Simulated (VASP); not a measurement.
Data:

```xyz
2
Lattice="-2.6482 2.6482 1.4449 2.6482 -2.6482 1.4449 2.6482 2.6482 -1.4449" Properties=species:S:1:pos:R:3 pbc="T T T"
As     0.0000     2.6482     0.7224
As     0.0000     0.0000     0.0000
```

These are PBEsol GGA, VASP's PBE PAW potentials (set 64) (plane waves; VASP 6.6.1) values and carry that method's errors. Numerical set-up: 400 eV cut-off, 9×9×9 Γ-centred mesh, Gaussian smearing of 0.050 eV, potentials As.

Energy and stress use the plane-wave basis of the starting cell.

The ions, cell shape and volume are relaxed. Give the cell that the relaxation ends in.

```xyz
2
Lattice="-2.6457 2.6457 1.3866 2.6457 -2.6457 1.3866 2.6457 2.6457 -1.3866" Properties=species:S:1:pos:R:3 pbc="T T T"
As     0.0000     2.6457     0.6933
As     2.6457     2.6457    -1.3866
```
Space group I4_1/amd (141), at a tolerance of 0.03 Å.

How do energy and volume change from the first to the last step?

The energy (σ→0) changes by -16.0 meV/atom and the volume by -4.2 %, in 11 ionic steps.

The structure was generated: As was put into the beta-Sn type (I4_1/amd), which need not be its known phase. This run relaxes it. Symmetry was kept, so distortions that lower it aren't found.
